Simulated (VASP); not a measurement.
# Al15CuN16 (a cell with a defect) in VASP: further runs

The runs below take Al15CuN16 (a cell with a defect) through single point, with PBEsol+U.

Everything below comes from runs of VASP 6.6.1. Logs are shortened: lines on timing, memory, paths and dates and some standing lists are left out, and cuts for length are marked.

### Step 1. The crystal as given

The cell holds a defect, 32 atoms: a = 6.220 Å, b = 6.220 Å, c = 9.960 Å, α = 90.00°, β = 90.00°, γ = 120.00°.

### Step 2. Single point, PBEsol+U, collinear spin, ferromagnetic start

Input file INCAR:

```
PREC = Accurate ; ENCUT = 450
EDIFF = 1E-5 ; ISMEAR = 0
SIGMA = 0.03 ; LREAL = Auto
LASPH = T ; NELM = 120
ALGO = Normal ; ISIF = 2
LWAVE = F ; LCHARG = F
ISPIN = 2 ; MAGMOM = 2 0 0 0 0 0 0 0 0 0 0 0 0 0 0 0 0 0 0 0 0 0 0 0 0 0 0 0 0 0 0 0
LORBIT = 11 ; LMAXMIX = 4
LDAU = T ; LDAUTYPE = 2
LDAUL = 2 -1 -1 ; LDAUU = 5 0 0
LDAUJ = 0 0 0 ; LDAUPRINT = 1
GGA = PS ; KPAR = 4
```

Input file KPOINTS:

```
Automatic mesh
0
Gamma
  3 3 2
```

Input file POSCAR:

```
Al15CuN16
1.0
    6.2200008610      0.0000000000      0.0000000000
   -3.1100004305      5.3866787572      0.0000000000
    0.0000000000      0.0000000000      9.9600000000
Cu Al N
1 15 16
Direct
    0.3333333333      0.1666666667      0.0000000000
    0.3333333333      0.1666666667      0.5000000000
    0.3333333333      0.6666666667      0.0000000000
    0.3333333333      0.6666666667      0.5000000000
    0.8333333333      0.1666666667      0.0000000000
    0.8333333333      0.1666666667      0.5000000000
    0.8333333333      0.6666666667      0.0000000000
    0.8333333333      0.6666666667      0.5000000000
    0.1666666667      0.3333333333      0.2500000000
    0.1666666667      0.3333333333      0.7500000000
    0.1666666667      0.8333333333      0.2500000000
    0.1666666667      0.8333333333      0.7500000000
    0.6666666667      0.3333333333      0.2500000000
    0.6666666667      0.3333333333      0.7500000000
    0.6666666667      0.8333333333      0.2500000000
    0.6666666667      0.8333333333      0.7500000000
    0.3333333333      0.1666666667      0.1910000000
    0.3333333333      0.1666666667      0.6910000000
    0.3333333333      0.6666666667      0.1910000000
    0.3333333333      0.6666666667      0.6910000000
    0.8333333333      0.1666666667      0.1910000000
    0.8333333333      0.1666666667      0.6910000000
    0.8333333333      0.6666666667      0.1910000000
    0.8333333333      0.6666666667      0.6910000000
    0.1666666667      0.3333333333      0.4410000000
    0.1666666667      0.3333333333      0.9410000000
    0.1666666667      0.8333333333      0.4410000000
    0.1666666667      0.8333333333      0.9410000000
    0.6666666667      0.3333333333      0.4410000000
    0.6666666667      0.3333333333      0.9410000000
    0.6666666667      0.8333333333      0.4410000000
    0.6666666667      0.8333333333      0.9410000000
```

Potentials or basis: VASP PAW PBE potentials, release 64 (Cu, Al, N).

Started as:

```
$ cat potpaw_PBE.64/Cu/POTCAR potpaw_PBE.64/Al/POTCAR potpaw_PBE.64/N/POTCAR > POTCAR
$ mpirun -np 8 vasp_std > vasp.out
```

OUTCAR:

```text
PREC = Accurate
   ENCUT = 450
   EDIFF = 1E-5
   ISMEAR = 0
   LREAL = Auto
   LASPH = T
   NELM = 120
   ISIF = 2
   ISPIN = 2
   LORBIT = 11
   GGA = PS

 ion  position               nearest neighbor table
   1  0.333  0.167  0.000-  26 1.89  30 1.89  28 1.89  17 1.90   9 3.07  10 3.07  13 3.07  14 3.07
                            11 3.07  12 3.07
   2  0.333  0.167  0.500-  25 1.89  29 1.89  27 1.89  18 1.90   9 3.07  10 3.07  13 3.07  14 3.07
                            11 3.07  12 3.07   6 3.11   6 3.11   8 3.11   4 3.11   4 3.11   8 3.11
   3  0.333  0.667  0.000-  28 1.89  32 1.89  26 1.89  19 1.90  11 3.07  12 3.07  15 3.07  16 3.07
                             9 3.07  10 3.07   7 3.11   7 3.11   5 3.11   5 3.11
   4  0.333  0.667  0.500-  27 1.89  31 1.89  25 1.89  20 1.90  11 3.07  12 3.07  15 3.07  16 3.07
                             9 3.07  10 3.07   8 3.11   8 3.11   2 3.11   2 3.11   6 3.11   6 3.11
   5  0.833  0.167  0.000-  30 1.89  26 1.89  32 1.89  21 1.90  13 3.07  14 3.07   9 3.07  10 3.07
                            15 3.07  16 3.07   3 3.11   7 3.11   7 3.11   3 3.11
   6  0.833  0.167  0.500-  29 1.89  25 1.89  31 1.89  22 1.90  13 3.07  14 3.07   9 3.07  10 3.07
                            15 3.07  16 3.07   2 3.11   2 3.11   8 3.11   8 3.11   4 3.11   4 3.11
   7  0.833  0.667  0.000-  32 1.89  28 1.89  30 1.89  23 1.90  15 3.07  16 3.07  11 3.07  12 3.07
                            13 3.07  14 3.07   3 3.11   3 3.11   5 3.11   5 3.11
   8  0.833  0.667  0.500-  31 1.89  27 1.89  29 1.89  24 1.90  15 3.07  16 3.07  11 3.07  12 3.07
                            13 3.07  14 3.07   4 3.11   4 3.11   6 3.11   6 3.11   2 3.11   2 3.11
   9  0.167  0.333  0.250-  17 1.89  21 1.89  19 1.89  25 1.90   1 3.07   2 3.07   5 3.07   6 3.07
[... 17 lines left out ...]
  19  0.333  0.667  0.191-  11 1.89  15 1.89   9 1.89   3 1.90
  20  0.333  0.667  0.691-  12 1.89  16 1.89  10 1.89   4 1.90
  21  0.833  0.167  0.191-  13 1.89   9 1.89  15 1.89   5 1.90
  22  0.833  0.167  0.691-  14 1.89  10 1.89  16 1.89   6 1.90
[... 8 lines left out ...]
  31  0.667  0.833  0.441-   8 1.89   4 1.89   6 1.89  15 1.90
  32  0.667  0.833  0.941-   7 1.89   3 1.89   5 1.89  16 1.90

  LATTYP: Found a hexagonal cell.
 ALAT       =     6.2200008610
 C/A-ratio  =     1.6012859520

  Lattice vectors:

 A1 = (   6.2200008610,   0.0000000000,   0.0000000000)
 A2 = (  -3.1100004305,   5.3866787572,   0.0000000000)
 A3 = (   0.0000000000,   0.0000000000,   9.9600000000)

Analysis of symmetry for initial positions (statically):
=====================================================================
 Subroutine PRICEL returns:
 Original cell was already a primitive cell.

 Routine SETGRP: Setting up the symmetry group for a
 hexagonal supercell.

 Subroutine GETGRP returns: Found  6 space group operations
 (whereof  2 operations were pure point group operations)
 out of a pool of 24 trial point group operations.

The static configuration has the point symmetry C_1h.
 The point group associated with its full space group is C_3v.

Analysis of symmetry for dynamics (positions and initial velocities):
=====================================================================
 Subroutine PRICEL returns:
 Original cell was already a primitive cell.

 Routine SETGRP: Setting up the symmetry group for a
 hexagonal supercell.

 Subroutine GETGRP returns: Found  6 space group operations
 (whereof  2 operations were pure point group operations)
 out of a pool of 24 trial point group operations.

The dynamic configuration has the point symmetry C_1h.
 The point group associated with its full space group is C_3v.

Analysis of structural, dynamic, and magnetic symmetry:
=====================================================================
 Subroutine PRICEL returns:
 Original cell was already a primitive cell.

 Routine SETGRP: Setting up the symmetry group for a
 hexagonal supercell.

 Subroutine GETGRP returns: Found  6 space group operations
 (whereof  2 operations were pure point group operations)
[... 33 lines left out ...]
  ---------------------------------------------------
  free energy    TOTEN  =      -242.87380227 eV

  energy without entropy =     -242.87214635  energy(sigma->0) =     -242.87297431

 E-fermi :   6.5625     XC(G=0): -11.1686

 val. band max:        6.5517869367   @ k =   0.3333   0.3333   0.0000
 cond. band min:       6.5731938569   @ k =   0.3333   0.3333   0.5000
 fundamental gap:      0.0214069202
 Fermi energy:         6.5624905892

 spin component 1

 k-point     1 :       0.0000    0.0000    0.0000
  band No.  band energies     occupation
      1      -9.2393      1.00000
      2      -8.3783      1.00000
      3      -8.3238      1.00000
      4      -7.3082      1.00000
      5      -7.3082      1.00000
      6      -7.2832      1.00000
[... 487 lines left out ...]
     79      13.0768      0.00000
     80      13.0839      0.00000
 Fermi energy:         6.5624905892

 spin component 2

 k-point     1 :       0.0000    0.0000    0.0000
  band No.  band energies     occupation
      1      -9.1743      1.00000
      2      -8.2981      1.00000
      3      -8.2187      1.00000
      4      -7.2161      1.00000
      5      -7.2161      1.00000
      6      -7.1678      1.00000
[... 487 lines left out ...]
     79      13.1075      0.00000
     80      13.1147      0.00000
 [bands above 80 left out]

------------------------ aborting loop because EDIFF is reached ----------------------------------------

  FORCE on cell =-STRESS in cart. coord.  units (eV):
  Direction    XX          YY          ZZ          XY          YZ          ZX
  --------------------------------------------------------------------------------------
  -------------------------------------------------------------------------------------
  Total        1.5411743      1.5411743     -0.3173988     -0.0000000      0.0000000      0.0000000
  in kB        7.3993142      7.3993142     -1.5238596     -0.0000000      0.0000000      0.0000000
  external PRESSURE =       4.4249230 kB  Pullay stress =       0.0000000 kB

 VOLUME and BASIS-vectors are now :
 -----------------------------------------------------------------------------
  energy-cutoff  :      450.00
  volume of cell :      333.71
      direct lattice vectors                 reciprocal lattice vectors
     6.220000861  0.000000000  0.000000000     0.160771682  0.092821574  0.000000000
    -3.110000430  5.386678757  0.000000000     0.000000000  0.185643148  0.000000000
     0.000000000  0.000000000  9.960000000     0.000000000  0.000000000  0.100401606

 POSITION                                       TOTAL-FORCE (eV/Angst)
 -----------------------------------------------------------------------------------
      1.55500      0.89778      0.00000        -0.000000     -0.000000      0.191610
      1.55500      0.89778      4.98000        -0.000000     -0.000000      0.133256
     -0.00000      3.59112      0.00000         0.206654      0.119312      0.165034
     -0.00000      3.59112      4.98000         0.047083      0.027183     -0.014706
      4.66500      0.89778      0.00000         0.000000     -0.238624      0.165034
      4.66500      0.89778      4.98000        -0.000000     -0.054367     -0.014706
[... 24 lines left out ...]
      1.55500      4.48890      4.39236        -0.000000     -0.000000      0.052436
      1.55500      4.48890      9.37236        -0.000000     -0.000000     -0.090253
 -----------------------------------------------------------------------------------
    total drift:                               -0.000001      0.000002      0.028137

  FREE ENERGIE OF THE ION-ELECTRON SYSTEM (eV)
  ---------------------------------------------------
  free  energy   TOTEN  =      -242.8738022681 eV

  energy  without entropy=     -242.8721463489  energy(sigma->0) =     -242.87297431

 total charge

# of ion       s       p       d       tot
------------------------------------------
    1        0.484   0.587   9.180  10.251
    2        0.369   0.444   0.000   0.813
    3        0.371   0.442   0.000   0.813
    4        0.369   0.443   0.000   0.812
    5        0.371   0.442   0.000   0.813
    6        0.369   0.443   0.000   0.812
[... 24 lines left out ...]
   31        1.223   2.614   0.000   3.837
   32        1.223   2.614   0.000   3.836
--------------------------------------------------
tot         25.657  48.756   9.180  83.593

 magnetization (x)

# of ion       s       p       d       tot
------------------------------------------
    1       -0.005   0.084   0.648   0.727
    2        0.000  -0.000   0.000  -0.000
    3       -0.001   0.001   0.000  -0.000
    4        0.000   0.001   0.000   0.001
    5       -0.001   0.001   0.000  -0.000
    6        0.000   0.001   0.000   0.001
[... 24 lines left out ...]
   31        0.000   0.003   0.000   0.004
   32       -0.000   0.002   0.000   0.002
--------------------------------------------------
tot          0.027   0.947   0.648   1.622
```

Run time: 77 s. Hardware: 8 MPI ranks of AMD EPYC 9R45 (Zen 5), shared host; peak memory 0.41 GiB.

What came out:

```
Free energy                                           : -242.8738 eV
Largest force                                         : 1.270 eV/Å
Band gap on the k mesh                                : none (metal or under the smearing width)
Net moment                                            : 2.00 μB per cell
Site moments                                          : Cu +0.73; Al -0.00, +0.00; N +0.20, +0.01, +0.00 μB
Valence electrons inside the program's atomic spheres : Cu 10.25; Al 0.81; N 3.78, 3.84
```

Forces on the atoms (eV/Å):
```
Cu   0.000  0.000  0.192
Al   0.000  0.000  0.133
Al   0.207  0.119  0.165
Al   0.047  0.027 -0.015
Al   0.000 -0.239  0.165
Al   0.000 -0.054 -0.015
Al  -0.207  0.119  0.165
Al  -0.047  0.027 -0.015
Al  -0.167  0.097 -0.268
Al   0.153 -0.089  0.071
Al   0.000 -0.193 -0.268
Al   0.000  0.177  0.071
Al   0.167  0.097 -0.268
Al  -0.153 -0.089  0.071
Al   0.000  0.000 -0.112
Al   0.000  0.000  0.144
N    0.000  0.000  0.782
N    0.000  0.000 -0.199
N   -0.019 -0.011  0.088
N   -0.003 -0.002 -0.073
N    0.000  0.022  0.088
N    0.000  0.004 -0.073
N    0.019 -0.011  0.088
N    0.003 -0.002 -0.073
N    0.049 -0.028 -0.019
N   -1.079  0.623 -0.250
N    0.000  0.056 -0.019
N    0.000 -1.245 -0.250
N   -0.049 -0.028 -0.019
N    1.079  0.623 -0.250
N    0.000  0.000  0.052
N    0.000  0.000 -0.090
```

Levels at points of the mesh, in eV from the Fermi level:
Spin up:
```
           k point  band 67  band 68  band 69  band 70  band 71  band 72
(0.00, 0.00, 0.00)    -0.39    -0.09    -0.09     3.56     4.61     4.61
(0.00, 0.00, 0.50)    -0.96    -0.11    -0.11     4.34     4.34     4.34
```
Spin down:
| k point | band 63 | band 64 | band 65 | band 66 | band 67 | band 68 | band 69 | band 70 | band 71 | band 72 |
| --- | --- | --- | --- | --- | --- | --- | --- | --- | --- | --- |
| (0.00, 0.00, 0.00) | -1.01 | -0.96 | -0.93 | -0.93 | 0.48 | 0.58 | 0.58 | 3.61 | 4.63 | 4.63 |
| (0.00, 0.00, 0.50) | -1.09 | -1.09 | -0.90 | -0.90 | 0.25 | 0.57 | 0.57 | 4.35 | 4.35 | 4.37 |

Eigenvalues of the final occupation matrices:
```csv
site,spin,trace,eigenvalues
site 1 d,1,4.93,0.98 0.98 0.99 0.99 1.00
site 1 d,2,4.28,0.61 0.86 0.86 0.98 0.98
```

Caveat: the k mesh is coarse (spacing up to 0.39 Å⁻¹), so the values aren't converged; the cutoff is under 1.25 times the usual one of these potentials, so pressure, stress and relaxed cells hold a basis-set (Pulay) error; the PAW data sets were made with another functional, which shifts forces and pressure a little.

### Step 3. Single point, PBEsol+U, collinear spin, ferromagnetic start

INCAR: that of step 2 with these lines changed.

```diff
@@ -6,3 +6,3 @@
 LWAVE = F ; LCHARG = F
-ISPIN = 2 ; MAGMOM = 2 0 0 0 0 0 0 0 0 0 0 0 0 0 0 0 0 0 0 0 0 0 0 0 0 0 0 0 0 0 0 0
+ISPIN = 2 ; MAGMOM = 0.4 0 0 0 0 0 0 0 0 0 0 0 0 0 0 0 0 0 0 0 0 0 0 0 0 0 0 0 0 0 0 0
 LORBIT = 11 ; LMAXMIX = 4
```

KPOINTS is that of step 2.

POSCAR is that of step 2.

Potentials or basis: VASP PAW PBE potentials, release 64 (Cu, Al, N).

Started as:

```
$ cat potpaw_PBE.64/Cu/POTCAR potpaw_PBE.64/Al/POTCAR potpaw_PBE.64/N/POTCAR > POTCAR
$ mpirun -np 8 vasp_std > vasp.out
```

Run time: 74 s. Hardware: 8 MPI ranks of AMD EPYC 9R45 (Zen 5), shared host; peak memory 0.41 GiB.

Results (log left out):

- Free energy: -242.8738 eV
- Largest force: 1.269 eV/Å
- Band gap on the k mesh: none (metal or under the smearing width)
- Net moment: 2.00 μB per cell
- Site moments: Cu +0.73; Al -0.00, +0.00; N +0.20, +0.01, +0.00 μB
- Valence electrons inside the program's atomic spheres: Cu 10.25; Al 0.81; N 3.78, 3.84

Forces on the atoms (eV/Å):
```
Cu   0.000  0.000  0.191
Al   0.000  0.000  0.133
Al   0.207  0.119  0.165
Al   0.047  0.027 -0.015
Al   0.000 -0.238  0.165
Al   0.000 -0.054 -0.015
Al  -0.207  0.119  0.165
Al  -0.047  0.027 -0.015
Al  -0.167  0.097 -0.268
Al   0.153 -0.089  0.071
Al   0.000 -0.193 -0.268
Al   0.000  0.177  0.071
Al   0.167  0.097 -0.268
Al  -0.153 -0.089  0.071
Al   0.000  0.000 -0.112
Al   0.000  0.000  0.144
N    0.000  0.000  0.782
N    0.000  0.000 -0.199
N   -0.019 -0.011  0.088
N   -0.003 -0.002 -0.073
N    0.000  0.022  0.088
N    0.000  0.004 -0.073
N    0.019 -0.011  0.088
N    0.003 -0.002 -0.073
N    0.049 -0.028 -0.019
N   -1.078  0.622 -0.250
N    0.000  0.056 -0.019
N    0.000 -1.245 -0.250
N   -0.049 -0.028 -0.019
N    1.078  0.622 -0.250
N    0.000  0.000  0.052
N    0.000  0.000 -0.090
```

Levels at points of the mesh, in eV from the Fermi level:
Spin up:
```csv
k point,band 65,band 66,band 67,band 68,band 69,band 70,band 71,band 72,band 73,band 74
"(0.00, 0.00, 0.00)",-0.98,-0.98,-0.39,-0.09,-0.09,3.56,4.61,4.61,4.62,4.66
"(0.00, 0.00, 0.50)",-1.01,-0.96,-0.96,-0.11,-0.11,4.34,4.34,4.34,4.45,4.53
```
Spin down:
| k point | band 64 | band 65 | band 66 | band 67 | band 68 | band 69 | band 70 | band 71 |
| --- | --- | --- | --- | --- | --- | --- | --- | --- |
| (0.00, 0.00, 0.00) | -0.96 | -0.93 | -0.93 | 0.48 | 0.58 | 0.58 | 3.61 | 4.63 |
| (0.00, 0.00, 0.50) | -1.09 | -0.90 | -0.90 | 0.25 | 0.57 | 0.57 | 4.35 | 4.35 |

Eigenvalues of the final occupation matrices:
```csv
site,spin,trace,eigenvalues
site 1 d,1,4.93,0.98 0.98 0.99 0.99 1.00
site 1 d,2,4.28,0.61 0.86 0.86 0.98 0.98
```

Caveat: the k mesh is coarse (spacing up to 0.39 Å⁻¹), so the values aren't converged; the cutoff is under 1.25 times the usual one of these potentials, so pressure, stress and relaxed cells hold a basis-set (Pulay) error; the PAW data sets were made with another functional, which shifts forces and pressure a little. The state reached can hang on the start; a lower one may exist.

### Step 4. Single point, PBEsol+U, collinear spin, ferromagnetic start

Input file INCAR:

```
PREC = Accurate ; ENCUT = 450
EDIFF = 1E-5 ; ISMEAR = 0
SIGMA = 0.03 ; LREAL = Auto
LASPH = T ; NELM = 120
ALGO = All ; ISIF = 2
LWAVE = F ; LCHARG = F
ISPIN = 2 ; MAGMOM = 2 0 0 0 0 0 0 0 0 0 0 0 0 0 0 0 0 0 0 0 0 0 0 0 0 0 0 0 0 0 0 0
LORBIT = 11 ; LMAXMIX = 4
LDAU = T ; LDAUTYPE = 2
LDAUL = 2 -1 -1 ; LDAUU = 5 0 0
LDAUJ = 0 0 0 ; LDAUPRINT = 1
GGA = PS ; ISYM = 0
KPAR = 4
```

KPOINTS is that of step 3.

POSCAR is that of step 3.

Started as:

```
$ cat potpaw_PBE.64/Cu/POTCAR potpaw_PBE.64/Al/POTCAR potpaw_PBE.64/N/POTCAR > POTCAR
$ mpirun -np 8 vasp_std > vasp.out
```

Wall time 2.2 min (8 MPI ranks of AMD EPYC 9R45 (Zen 5), shared host); peak memory 0.66 GiB.

The run converged. Its results:

- Free energy: -242.8738 eV
- Largest force: 1.270 eV/Å
- Band gap on the k mesh: none (metal or under the smearing width)
- Net moment: 2.00 μB per cell
- Site moments: Cu +0.73; Al -0.00, +0.00; N +0.20, +0.01, +0.00 μB
- Valence electrons inside the program's atomic spheres: Cu 10.25; Al 0.81; N 3.78, 3.84

Forces on the atoms (eV/Å):
```
Cu   0.000  0.000  0.194
Al   0.000  0.000  0.132
Al   0.207  0.120  0.166
Al   0.047  0.027 -0.015
Al   0.000 -0.239  0.166
Al   0.000 -0.055 -0.015
Al  -0.207  0.120  0.166
Al  -0.047  0.027 -0.015
Al  -0.167  0.096 -0.268
Al   0.154 -0.089  0.070
Al   0.000 -0.192 -0.268
Al   0.000  0.177  0.070
Al   0.167  0.096 -0.268
Al  -0.154 -0.089  0.070
Al   0.000  0.000 -0.112
Al   0.000  0.000  0.143
N    0.000  0.000  0.781
N    0.000  0.000 -0.198
N   -0.017 -0.010  0.087
N   -0.002 -0.001 -0.072
N    0.000  0.020  0.087
N    0.000  0.003 -0.072
N    0.017 -0.010  0.087
N    0.002 -0.001 -0.072
N    0.048 -0.028 -0.020
N   -1.078  0.622 -0.248
N    0.000  0.056 -0.020
N    0.000 -1.245 -0.249
N   -0.049 -0.028 -0.020
N    1.078  0.623 -0.249
N    0.000  0.000  0.052
N    0.000  0.000 -0.089
```

Levels at points of the mesh, in eV from the Fermi level:
Spin up:
```
           k point  band 66  band 67  band 68  band 69  band 70  band 71  band 72  band 73
(0.00, 0.00, 0.00)    -0.98    -0.38    -0.09    -0.09     3.56     4.61     4.61     4.62
(0.00, 0.00, 0.50)    -0.95    -0.95    -0.10    -0.10     4.34     4.34     4.34     4.45
```
Spin down:
```csv
k point,band 65,band 66,band 67,band 68,band 69,band 70
"(0.00, 0.00, 0.00)",-0.93,-0.93,0.48,0.58,0.59,3.61
"(0.00, 0.00, 0.50)",-0.90,-0.90,0.25,0.57,0.57,4.35
```

Eigenvalues of the final occupation matrices:
```tsv
site	spin	trace	eigenvalues
site 1 d	1	4.93	0.98 0.98 0.99 0.99 0.99
site 1 d	2	4.28	0.61 0.86 0.86 0.98 0.98
```

Caveat: the k mesh is coarse (spacing up to 0.39 Å⁻¹), so the values aren't converged; the cutoff is under 1.25 times the usual one of these potentials, so pressure, stress and relaxed cells hold a basis-set (Pulay) error; the PAW data sets were made with another functional, which shifts forces and pressure a little. The state reached can hang on the start; a lower one may exist.
